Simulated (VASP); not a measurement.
Output of a VASP run:

File OSZICAR:
```
...
DAV:   1    -0.313390041960E+03    0.13205E-02   -0.52146E+00   796   0.432E+00    0.340E-01
RMM:   2    -0.313397897864E+03   -0.78559E-02   -0.85242E-02   780   0.593E-01    0.206E-01
RMM:   3    -0.313398367669E+03   -0.46981E-03   -0.10605E-02   780   0.217E-01    0.113E-01
RMM:   4    -0.313398330151E+03    0.37518E-04   -0.11967E-03   784   0.779E-02    0.807E-02
RMM:   5    -0.313398281327E+03    0.48824E-04   -0.32760E-04   779   0.411E-02    0.293E-02
RMM:   6    -0.313398290460E+03   -0.91332E-05   -0.10047E-04   715   0.188E-02    0.191E-02
RMM:   7    -0.313398287802E+03    0.26580E-05   -0.26956E-05   510   0.104E-02
  11 F= -.31339829E+03 E0= -.31339829E+03  d E =-.692895E-02
       N       E                     dE             d eps       ncg     rms          rms(c)
DAV:   1    -0.313396328886E+03    0.19616E-02   -0.22564E+00   840   0.284E+00    0.219E-01
RMM:   2    -0.313399740978E+03   -0.34121E-02   -0.36946E-02   780   0.391E-01    0.135E-01
RMM:   3    -0.313399941419E+03   -0.20044E-03   -0.45913E-03   780   0.143E-01    0.757E-02
RMM:   4    -0.313399923033E+03    0.18385E-04   -0.51887E-04   783   0.512E-02    0.537E-02
RMM:   5    -0.313399900710E+03    0.22324E-04   -0.14590E-04   742   0.273E-02    0.197E-02
RMM:   6    -0.313399904786E+03   -0.40766E-05   -0.44445E-05   593   0.126E-02
  12 F= -.31339990E+03 E0= -.31339990E+03  d E =-.854594E-02
       N       E                     dE             d eps       ncg     rms          rms(c)
DAV:   1    -0.313396971616E+03    0.29291E-02   -0.45073E+00   816   0.402E+00    0.313E-01
RMM:   2    -0.313404012642E+03   -0.70410E-02   -0.76008E-02   780   0.559E-01    0.186E-01
RMM:   3    -0.313404463898E+03   -0.45126E-03   -0.95485E-03   780   0.209E-01    0.107E-01
RMM:   4    -0.313404445697E+03    0.18201E-04   -0.11793E-03   787   0.774E-02    0.779E-02
RMM:   5    -0.313404396164E+03    0.49532E-04   -0.28675E-04   778   0.388E-02    0.303E-02
RMM:   6    -0.313404404468E+03   -0.83033E-05   -0.93392E-05   712   0.179E-02
  13 F= -.31340440E+03 E0= -.31340440E+03  d E =-.449968E-02
       N       E                     dE             d eps       ncg     rms          rms(c)
DAV:   1    -0.313400755347E+03    0.36408E-02   -0.27122E+00   808   0.312E+00    0.247E-01
RMM:   2    -0.313405054200E+03   -0.42989E-02   -0.46377E-02   780   0.437E-01    0.148E-01
RMM:   3    -0.313405337866E+03   -0.28367E-03   -0.58843E-03   780   0.164E-01    0.850E-02
RMM:   4    -0.313405327538E+03    0.10328E-04   -0.72115E-04   786   0.613E-02    0.618E-02
RMM:   5    -0.313405298208E+03    0.29330E-04   -0.17893E-04   756   0.307E-02    0.240E-02
RMM:   6    -0.313405303512E+03   -0.53039E-05   -0.59442E-05   653   0.141E-02
  14 F= -.31340530E+03 E0= -.31340530E+03  d E =-.539873E-02
       N       E                     dE             d eps       ncg     rms          rms(c)
DAV:   1    -0.313401643257E+03    0.36550E-02   -0.35698E+00   808   0.358E+00    0.268E-01
RMM:   2    -0.313406609266E+03   -0.49660E-02   -0.53497E-02   780   0.479E-01    0.171E-01
RMM:   3    -0.313406929521E+03   -0.32025E-03   -0.67142E-03   780   0.175E-01    0.944E-02
RMM:   4    -0.313406910799E+03    0.18721E-04   -0.79150E-04   784   0.652E-02    0.692E-02
RMM:   5    -0.313406879389E+03    0.31410E-04   -0.21001E-04   772   0.331E-02    0.255E-02
RMM:   6    -0.313406885279E+03   -0.58907E-05   -0.62741E-05   667   0.149E-02
  15 F= -.31340689E+03 E0= -.31340689E+03  d E =-.158177E-02
```

OUTCAR:
```
------------------------ aborting loop because EDIFF is reached ----------------------------------------
  FORCE on cell =-STRESS in cart. coord.  units (eV):
  Direction    XX          YY          ZZ          XY          YZ          ZX
  --------------------------------------------------------------------------------------
  Total        9.4627291      9.9109014      7.6117318     -0.0222715     -0.0033383      0.0089784
  in kB       16.9962081     17.8011797     13.6715925     -0.0400023     -0.0059959      0.0161264
  external PRESSURE =      16.1563268 kB  Pullay stress =       0.0000000 kB
  volume of cell :      892.02
      direct lattice vectors                 reciprocal lattice vectors
     4.932320690 -8.543031394  0.000000000     0.101372160 -0.058527234  0.000000000
     4.932320690  8.543031394  0.000000000     0.101372160  0.058527234  0.000000000
     0.000000000  0.000000000 10.584775396     0.000000000  0.000000000  0.094475316
  FREE ENERGIE OF THE ION-ELECTRON SYSTEM (eV)
  ---------------------------------------------------
  free  energy   TOTEN  =      -313.4068852795 eV

  energy  without entropy=     -313.4068852795  energy(sigma->0) =     -313.40688528

 reached required accuracy - stopping structural energy minimisation
```
(Selected blocks of OUTCAR.)

**POSCAR**
```
Zn36O35S
1
    4.9323206900    -8.5430313936     0.0000000000
    4.9323206900     8.5430313936     0.0000000000
    0.0000000000     0.0000000000    10.5847753959
Zn O S
36 35 1
Direct
  0.2222220000   0.1111110000   0.2500000000
  0.1111110000   0.2222220000   0.0000000000
  0.2222220000   0.1111110000   0.7500000000
  0.1111110000   0.2222220000   0.5000000000
  0.2222220000   0.4444440000   0.2500000000
  0.1111110000   0.5555560000   0.0000000000
  0.2222220000   0.4444440000   0.7500000000
  0.1111110000   0.5555560000   0.5000000000
  0.2222220000   0.7777780000   0.2500000000
  0.1111110000   0.8888890000   0.0000000000
  0.2222220000   0.7777780000   0.7500000000
  0.1111110000   0.8888890000   0.5000000000
  0.5555560000   0.1111110000   0.2500000000
  0.4444440000   0.2222220000   0.0000000000
  0.5555560000   0.1111110000   0.7500000000
  0.4399390000   0.2204020000   0.5044640000
  0.5571130000   0.4459570000   0.2461390000
  0.4444440000   0.5555560000   0.0000000000
  0.5555560000   0.4444440000   0.7500000000
  0.4409530000   0.5487960000   0.4999970000
  0.5555560000   0.7777780000   0.2500000000
  0.4444440000   0.8888890000   0.0000000000
  0.5555560000   0.7777780000   0.7500000000
  0.4444440000   0.8888890000   0.5000000000
  0.8888890000   0.1111110000   0.2500000000
  0.7777780000   0.2222220000   0.0000000000
  0.8888890000   0.1111110000   0.7500000000
  0.7777780000   0.2222220000   0.5000000000
  0.8888890000   0.4444440000   0.2500000000
  0.7777780000   0.5555560000   0.0000000000
  0.8888890000   0.4444440000   0.7500000000
  0.7833130000   0.5577550000   0.5017250000
  0.8888890000   0.7777780000   0.2500000000
  0.7777780000   0.8888890000   0.0000000000
  0.8888890000   0.7777780000   0.7500000000
  0.7777780000   0.8888890000   0.5000000000
  0.2222220000   0.1111110000   0.4410000000
  0.1111110000   0.2222220000   0.1910000000
  0.2222220000   0.1111110000   0.9410000000
  0.1111110000   0.2222220000   0.6910000000
  0.2222220000   0.4444440000   0.4410000000
  0.1111110000   0.5555560000   0.1910000000
  0.2222220000   0.4444440000   0.9410000000
  0.1111110000   0.5555560000   0.6910000000
  0.2222220000   0.7777780000   0.4410000000
  0.1111110000   0.8888890000   0.1910000000
  0.2222220000   0.7777780000   0.9410000000
  0.1111110000   0.8888890000   0.6910000000
  0.5555560000   0.1111110000   0.4410000000
  0.4444440000   0.2222220000   0.1910000000
  0.5555560000   0.1111110000   0.9410000000
  0.4444440000   0.2222220000   0.6910000000
  0.4444440000   0.5555560000   0.1910000000
  0.5555560000   0.4444440000   0.9410000000
  0.4444440000   0.5555560000   0.6910000000
  0.5555560000   0.7777780000   0.4410000000
  0.4444440000   0.8888890000   0.1910000000
  0.5555560000   0.7777780000   0.9410000000
  0.4444440000   0.8888890000   0.6910000000
  0.8888890000   0.1111110000   0.4410000000
  0.7777780000   0.2222220000   0.1910000000
  0.8888890000   0.1111110000   0.9410000000
  0.7777780000   0.2222220000   0.6910000000
  0.8888890000   0.4444440000   0.4410000000
  0.7777780000   0.5555560000   0.1910000000
  0.8888890000   0.4444440000   0.9410000000
  0.7777780000   0.5555560000   0.6910000000
  0.8888890000   0.7777780000   0.4410000000
  0.7777780000   0.8888890000   0.1910000000
  0.8888890000   0.7777780000   0.9410000000
  0.7777780000   0.8888890000   0.6910000000
  0.5579820000   0.4449110000   0.4448910000
```

### Question
Write an INCAR and KPOINTS that could have produced this output.

### Answer
One answer among several that fit: the input of the run itself, PBE GGA, plane waves, VASP's PBE PAW potentials (set 64).

KPOINTS:
```
kpoints
0
G
  1 1 1
```

### INCAR
```
ALGO = Fast
EDIFF = 1E-5
EDIFFG = -0.03
ENCUT = 400
GGA = PE
IBRION = 2
ISIF = 2
ISMEAR = 0
ISYM = 0
LASPH = .True.
LCHARG = .False.
LMAXMIX = 4
LREAL = Auto
LWAVE = .False.
NELECT = 650.0
NELM = 100
NELMIN = 4
NSW = 60
PREC = Normal
SIGMA = 0.05
SYSTEM = Zn36O35S
```

POTCAR, in this order: Zn O S (PBE.64 set). Program: vasp_gam.

At this cut-off the stress carries a Pulay error, which pulls relaxed volumes low. The cell is charged, with a uniform compensating background. The supercell is sampled at Γ alone, which is coarse: total energies, pressure and levels can be off, energies of defects by several tenths of an eV.

The cell is a supercell with a defect, built from ZnO (wurtzite): S_O, charge -2. The run is not spin-polarised, so no state with unpaired spins was tried.
